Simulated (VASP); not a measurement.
Input for VASP

### KPOINTS
```
Automatic mesh
0
Gamma
6 6 4
0 0 0
```

INCAR:
```
ALGO=Normal
EDIFF=1E-6
ENCUT=400
GGA=PE
GGA_COMPAT=.False.
ISIF=2
ISMEAR=1
LASPH=.True.
LCHARG=.False.
LMAXMIX=4
LREAL=.False.
LSORBIT=.True.
LWAVE=.False.
MAGMOM=12*0
NELM=100
PREC=Accurate
SIGMA=0.1
SYSTEM=SnGe
```

### POSCAR
```
SnGe
1
    4.3538690000     0.0000000000     0.0000000000
   -2.1769340000     3.7705610000     0.0000000000
    0.0000000000     0.0000000000     6.0682270000
Sn Ge
2 2
Direct
  0.0000000000   0.0000000000   0.0000000000
  0.0000000000   0.0000000000   0.5000000000
  0.3333330000   0.6666670000   0.2500000000
  0.6666670000   0.3333330000   0.7500000000
```

POTCAR, in this order: Sn_d Ge_d (PBE.64 set). Program: vasp_ncl.

Q: Write an equivalent input for Quantum ESPRESSO's pw.x.

A: One equivalent input (not run):
```
&CONTROL
  calculation = 'scf'
  pseudo_dir = './pseudo'
  outdir = './out'
  tprnfor = .true.
  tstress = .true.
/
&SYSTEM
  ibrav = 0
  nat = 4
  ntyp = 2
  ecutwfc = 78
  occupations = 'smearing'
  smearing = 'methfessel-paxton'
  degauss = 0.00735
  input_dft = 'pbe'
  noncolin = .true.
  lspinorb = .true.
/
&ELECTRONS
  conv_thr = 7.3e-08
  electron_maxstep = 100
/
ATOMIC_SPECIES
  Sn 118.710 Sn.upf
  Ge 72.630 Ge.upf
CELL_PARAMETERS angstrom
     4.3538690    0.0000000    0.0000000
    -2.1769340    3.7705610    0.0000000
     0.0000000    0.0000000    6.0682270
ATOMIC_POSITIONS crystal
  Sn   0.0000000  0.0000000  0.0000000
  Sn   0.0000000  0.0000000  0.5000000
  Ge   0.3333330  0.6666670  0.2500000
  Ge   0.6666670  0.3333330  0.7500000
K_POINTS automatic
  6 6 4 0 0 0
```
The two are equivalent in intent, not identical: the potentials are each code's own (VASP's PAW set, PseudoDojo norm-conserving files, fully relativistic, in pw.x), so ENCUT and ecutwfc are chosen apart and not converted; conv_thr bounds pw.x's estimated SCF error, while EDIFF bounds the energy change between steps.

The structure was generated: SnGe was put into the NiAs type (P6_3/mmc), which need not be its known phase. The cell was not relaxed at this level.
